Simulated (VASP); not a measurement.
An input for Ansatz (written as the equivalent of a VASP run, and not itself run):

Ansatz 0.2 input:
```yaml
crystal:
  lattice:
    - [-1.8975282, 1.8975282, 4.7804186]
    - [1.8975282, -1.8975282, 4.7804186]
    - [1.8975282, 1.8975282, -4.7804186]
  atoms:
    - { symbol: Ti, position: [0.7500000, 0.2500000, 0.5000000] }
    - { symbol: Ti, position: [0.0000000, 0.0000000, 0.0000000] }
    - { symbol: O, position: [0.5417318, 0.0417318, 0.5000000] }
    - { symbol: O, position: [0.7917318, 0.7917318, 0.0000000] }
    - { symbol: O, position: [0.2082682, 0.2082682, 0.0000000] }
    - { symbol: O, position: [0.9582682, 0.4582682, 0.5000000] }
kpoints:
  mp_grid: { grid: [7, 7, 7] }
hamiltonian:
  xc: pbe
  dispersion: d4
  pseudopotentials: { kind: paw }
scf:
  occupations: { method: gaussian, width: 0.05 }
  max_iter: 100
relax:
  max_steps: 60
  f_tol: 0.02
  cell: {}
output: { forces: true, stress: true, eigenvalues: true }
```

Task: Write the VASP files for the same calculation (PBE-D4).

Result: This is not unique; one that fits is 
### INCAR
```
# general
SYSTEM =TiO2
PREC   =Accurate
ENCUT  =520
LREAL  =F
LASPH  =T

# electronic loop
EDIFF  =1E-6
NELM   =100
ALGO   =Normal
LMAXMIX=4

# smearing
ISMEAR =0
SIGMA  =0.05

# functional
GGA    =PE
IVDW   =13

# ions
IBRION =2
NSW    =60
ISIF   =3
EDIFFG =-0.02

# output
LWAVE  =F
LCHARG =F
```

File KPOINTS:
```
kpoints
0
G
 7 7 7
```

POSCAR:
```
TiO2
1
   -1.8975281534     1.8975281534     4.7804185645
    1.8975281534    -1.8975281534     4.7804185645
    1.8975281534     1.8975281534    -4.7804185645
Ti O
2 4
Direct
  0.7500000000   0.2500000000   0.5000000000
  0.0000000000   0.0000000000   0.0000000000
  0.5417317789   0.0417317789   0.5000000000
  0.7917317789   0.7917317789   0.0000000000
  0.2082682211   0.2082682211   0.0000000000
  0.9582682211   0.4582682211   0.5000000000
```

POTCAR, in this order: Ti_sv O (PBE.64 set). Program: vasp_std.

Limits of the translation: each code has its own PAW files, so the cut-off isn't converted (ENCUT is set for VASP's; basis.ecutwfc is left out, and Ansatz then takes the one that its files recommend); Ansatz stops its SCF on the density residual and VASP on the energy change (EDIFF).

The compound is TiO2 in the anatase structure, one of several forms; rutile is the usual stable one. This run relaxes it. Symmetry was kept, so distortions that lower it aren't found. The start is the result of an earlier pass.
